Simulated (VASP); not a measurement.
Input of a VASP 6.6.1 run:

Contents of POSCAR:

```
In2Se3                                  
1.0
    4.0455698870      0.0000000000      0.0000000000
   -2.0227849435      3.5035662916      0.0000000000
    0.0000000000      0.0000000000     22.7500000000
  Se              In            
     3     2
Direct
     0.3333330000000032    0.6666669999999968    0.3474908738480981
     0.6666669999999968    0.3333330000000032    0.5141783440536022
     0.3333330000000032    0.6666669999999968    0.6464772447649881
     0.6666669999999968    0.3333330000000032    0.4030314710157000
     0.0000000000000000    0.0000000000000000    0.5877231663176096
```

The input INCAR.step1:

```
PREC = Accurate ; ENCUT = 520
EDIFF = 1E-5 ; ISMEAR = 0
SIGMA = 0.03 ; LREAL = False
LASPH = True ; NELM = 60
ALGO = Normal ; ISIF = 2
LWAVE = True ; LDIPOL = True
IDIPOL = 3 ; DIPOL = 0.5 0.5 0.500
GGA = PE ; KPAR = 4
```

INCAR.step2

```
PREC = Accurate ; ENCUT = 520
EDIFF = 1E-7 ; ISMEAR = 0
SIGMA = 0.03 ; LREAL = False
LASPH = True ; NELM = 60
ALGO = Normal ; ISIF = 2
LWAVE = False ; LCHARG = True
LDIPOL = True ; IDIPOL = 3
DIPOL = 0.5 0.5 0.500 ; GGA = PE
LHFCALC = True ; HFSCREEN = 0.2
PRECFOCK = Fast ; LVHAR = True
LVACPOTAV = True ; ISTART = 1
KPAR = 4
```

The input KPOINTS:

```
Automatic mesh
0
Gamma
  6 6 1
```

Potentials or basis: VASP PAW PBE potentials, release 64 (Se, In_d).

Run with:

```bash
$ cat potpaw_PBE.64/Se/POTCAR potpaw_PBE.64/In_d/POTCAR > POTCAR
$ cp INCAR.step1 INCAR
$ mpirun -np 4 vasp_std > vasp.out
$ cp INCAR.step2 INCAR
$ mpirun -np 4 vasp_std > vasp.out
```

(1) Estimate the ionisation potential of the upper face.

(2) Predict the band gap on the k mesh.

(3) Predict the largest force.

Answers

(1) 6.99 eV.

(2) 1.53 eV, indirect (least direct gap 1.57 eV).

(3) 0.324 eV/Å.

Caveat: the PAW data sets were made with another functional, which shifts forces and pressure a little; spin-orbit coupling is left out, which moves the levels of the heavy elements.
